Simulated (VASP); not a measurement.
Calculation: PBEsol GGA, VASP's PBE PAW potentials (set 64) (plane waves; VASP).

The input files of a VASP run:

File POSCAR:
```
Au(111) slab
1.0
  2.8856425260   0.0000000000   0.0000000000
 -1.4428212630   2.4990399080   0.0000000000
  0.0000000000   0.0000000000  24.4278290367
Au
4
Direct
  0.0000000000   0.0000000000   0.3553220000
  0.6666670000   0.3333330000   0.4517740000
  0.3333330000   0.6666670000   0.5482260000
  0.0000000000   0.0000000000   0.6446780000
```

**KPOINTS**
```
Automatic mesh
0
Gamma
11 11 1
0 0 0
```

INCAR:
```
! general
SYSTEM  = Au(111) slab
PREC    = Normal
ENCUT   = 400
LREAL   = .False.
LASPH   = .True.   ! aspherical one-centre terms

! electronic loop
EDIFF   = 1E-5
NELM    = 100   ! most electronic steps
NELMIN  = 4
ALGO    = Normal
LMAXMIX = 6   ! l cut-off of mixed one-centre charges

! smearing
ISMEAR  = 1   ! Methfessel-Paxton
SIGMA   = 0.1   ! width (eV)

! functional
GGA     = PS   ! PBEsol

! ions
IBRION  = 2   ! conjugate gradients
NSW     = 50   ! most ionic steps
ISIF    = 2   ! forces and stress, cell fixed
EDIFFG  = -0.03   ! ionic stop

! output
LWAVE   = .True.
LCHARG  = .False.

! other
LDIPOL  = .True.
IDIPOL  = 3
DIPOL   = 0.5 0.5 0.5
```

POTCAR, in this order: Au (PBE.64 set). Program: vasp_std.

The run wrote:

OSZICAR:
```
       N       E                     dE             d eps       ncg     rms          rms(c)
DAV:   1     0.270058913292E+03    0.27006E+03   -0.17574E+04   832   0.118E+03
DAV:   2    -0.319640030554E+01   -0.27326E+03   -0.26566E+03  1076   0.264E+02
DAV:   3    -0.157370495342E+02   -0.12541E+02   -0.12015E+02   940   0.540E+01
DAV:   4    -0.160989580326E+02   -0.36191E+00   -0.35393E+00  1064   0.836E+00
DAV:   5    -0.161087276125E+02   -0.97696E-02   -0.98108E-02   984   0.127E+00    0.167E+01
DAV:   6    -0.149044645974E+02    0.12043E+01   -0.37679E+00   914   0.143E+01    0.110E+01
DAV:   7    -0.148421492455E+02    0.62315E-01   -0.47481E-01   906   0.546E+00    0.353E+00
DAV:   8    -0.148309397159E+02    0.11210E-01   -0.17159E-01   920   0.540E+00    0.843E-01
DAV:   9    -0.148246446282E+02    0.62951E-02   -0.31630E-02   988   0.234E+00    0.144E-01
DAV:  10    -0.148247638218E+02   -0.11919E-03   -0.38726E-03   992   0.570E-01    0.674E-02
DAV:  11    -0.148247710194E+02   -0.71977E-05   -0.42600E-04   940   0.267E-01    0.309E-02
DAV:  12    -0.148248208353E+02   -0.49816E-04   -0.24688E-05   684   0.384E-02    0.120E-02
DAV:  13    -0.148248410268E+02   -0.20191E-04   -0.37674E-06   560   0.181E-02    0.338E-03
DAV:  14    -0.148248586274E+02   -0.17601E-04   -0.19251E-06   558   0.113E-02    0.131E-03
DAV:  15    -0.148248645080E+02   -0.58806E-05   -0.34867E-07   468   0.470E-03
   1 F= -.14824865E+02 E0= -.14824774E+02  d E =-.148249E+02
       N       E                     dE             d eps       ncg     rms          rms(c)
DAV:   1    -0.148256285284E+02   -0.76990E-03   -0.56355E-01   832   0.386E+00    0.106E-01
DAV:   2    -0.148261183287E+02   -0.48980E-03   -0.50948E-03   876   0.523E-01    0.568E-02
DAV:   3    -0.148260834184E+02    0.34910E-04   -0.26465E-04   878   0.926E-02    0.357E-02
DAV:   4    -0.148260866124E+02   -0.31940E-05   -0.59500E-05   914   0.531E-02
   2 F= -.14826087E+02 E0= -.14826008E+02  d E =-.122210E-02
       N       E                     dE             d eps       ncg     rms          rms(c)
DAV:   1    -0.148260970025E+02   -0.13584E-04   -0.18770E-01   832   0.223E+00    0.672E-02
DAV:   2    -0.148262625746E+02   -0.16557E-03   -0.17398E-03   856   0.304E-01    0.341E-02
DAV:   3    -0.148262515048E+02    0.11070E-04   -0.95298E-05   890   0.571E-02    0.222E-02
DAV:   4    -0.148262530126E+02   -0.15078E-05   -0.18272E-05   480   0.338E-02
   3 F= -.14826253E+02 E0= -.14826183E+02  d E =-.138850E-02
```

### OUTCAR
```
------------------------ aborting loop because EDIFF is reached ----------------------------------------
  FORCE on cell =-STRESS in cart. coord.  units (eV):
  Direction    XX          YY          ZZ          XY          YZ          ZX
  --------------------------------------------------------------------------------------
  Total       -2.7046842     -2.7046846     -0.2282549      0.0000000      0.0000000      0.0000000
  in kB      -24.5995156    -24.5995190     -2.0760136      0.0000000      0.0000000      0.0000000
  external PRESSURE =     -17.0916827 kB  Pullay stress =       0.0000000 kB
  volume of cell :      176.16
      direct lattice vectors                 reciprocal lattice vectors
     2.885642526  0.000000000  0.000000000     0.346543271  0.200076837  0.000000000
    -1.442821263  2.499039908  0.000000000     0.000000000  0.400153674  0.000000000
     0.000000000  0.000000000 24.427829037     0.000000000  0.000000000  0.040936917
 POSITION                                       TOTAL-FORCE (eV/Angst)
 -----------------------------------------------------------------------------------
      0.00000      0.00000      8.67888        -0.000000      0.000000      0.027727
      1.44282      0.83301     11.04617         0.000000      0.000000      0.000553
     -0.00000      1.66603     13.38166        -0.000000      0.000000     -0.000553
      0.00000      0.00000     15.74895        -0.000000      0.000000     -0.027727
 -----------------------------------------------------------------------------------
    total drift:                                0.000000      0.000000      0.000000
  FREE ENERGIE OF THE ION-ELECTRON SYSTEM (eV)
  ---------------------------------------------------
  free  energy   TOTEN  =       -14.8262530126 eV

  energy  without entropy=      -14.8260444612  energy(sigma->0) =      -14.82618350

 reached required accuracy - stopping structural energy minimisation
```
(Selected blocks of OUTCAR.)

**CONTCAR**
```
Au(111) slab
   1.00000000000000
     2.8856425259999998    0.0000000000000000    0.0000000000000000
    -1.4428212629999999    2.4990399079999999    0.0000000000000000
     0.0000000000000000    0.0000000000000000   24.4278290367000004
  Au
     4
Direct
     0.0000000000000000    0.0000000000000000    0.3552864296191919
     0.6666669999999968    0.3333330000000032    0.4521960674557466
     0.3333330000000032    0.6666669999999968    0.5478039325442534
     0.0000000000000000    0.0000000000000000    0.6447135703808081
```

**OUTCAR**
```
 val. band max:        0.0972388053   @ k =   0.2727   0.1818   0.0000

 cond. band min:       0.2341761533   @ k =   0.0909   0.0909   0.0000


 Fermi energy:         0.1455798619

 k-point     1 :       0.0000    0.0000    0.0000
  band No.  band energies     occupation
      1      -9.0905      2.00000
      2      -7.8589      2.00000
      3      -6.8231      2.00000
      4      -6.7872      2.00000
      5      -4.3078      2.00000
      6      -4.2139      2.00000
      7      -4.2139      2.00000
      8      -4.1593      2.00000
      9      -4.1430      2.00000
     10      -4.1430      2.00000
     11      -3.7184      2.00000
     12      -3.7184      2.00000
     13      -3.6411      2.00000
     14      -3.6411      2.00000
     15      -3.3000      2.00000
     16      -2.7149      2.00000
     17      -2.7148      2.00000
     18      -2.4381      2.00000
     19      -2.4381      2.00000
     20      -1.9030      2.00000
     21      -1.9030      2.00000
     22      -1.5706      2.00000
     23      -1.5706      2.00000
     24      -0.8669      2.00000
     25       0.4695     -0.00005
     26       5.0388      0.00000

 k-point     2 :       0.0909    0.0000    0.0000
  band No.  band energies     occupation
      1      -8.8389      2.00000
      2      -7.6133      2.00000
      3      -6.5789      2.00000
      4      -6.5671      2.00000
      5      -4.4664      2.00000
      6      -4.3734      2.00000
      7      -4.2983      2.00000
      8      -4.0522      2.00000
      9      -4.0208      2.00000
     10      -3.9738      2.00000
     11      -3.8275      2.00000
     12      -3.7618      2.00000
     13      -3.5817      2.00000
     14      -3.4967      2.00000
     15      -3.4889      2.00000
     16      -2.8063      2.00000
     17      -2.7926      2.00000
     18      -2.4253      2.00000
     19      -2.3982      2.00000
     20      -2.2081      2.00000
     21      -1.9084      2.00000
     22      -1.7693      2.00000
...
```

Unless said otherwise, spin-orbit coupling is left out, though it shifts the bands of the heavy elements here.

The cell is a thin slab with vacuum, built from Au (fcc): (111) face.
